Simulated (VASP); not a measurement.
Consider the following.

```
CELL_PARAMETERS angstrom
      3.88697     0.00000     0.00000
     -1.94348     3.36621     0.00000
      0.00000     0.00000     5.21951
ATOMIC_POSITIONS crystal
  Te 0.33333 0.66667 0.25868
  Te 0.66667 0.33333 0.74132
  Rh 0.00000 0.00000 0.00000
```

All values below come from LDA (Ceperley-Alder, Perdew-Zunger), VASP's LDA PAW potentials (set 64) (plane waves; VASP). Run with 400 eV cut-off, Gaussian smearing of 0.050 eV, potentials Te Rh_pv.

Unless said otherwise, spin-orbit coupling is left out, though it shifts the bands of the heavy elements here.

Task: What does the run give for the band gap (along the path) with the smallest direct gap where there is one?

Result: 
- band gap (along the path): none (metal, semimetal or under 0.01 eV)

Total energies compare only between runs with the same potentials, cut-off and functional.

The structure comes from a computed database's Te2Rh entry (P-3m1); how it stands against other phases isn't given here. It was relaxed first, which changed the volume by -8 %. The electron count is odd and the run is not spin-polarised, which forces a metal.
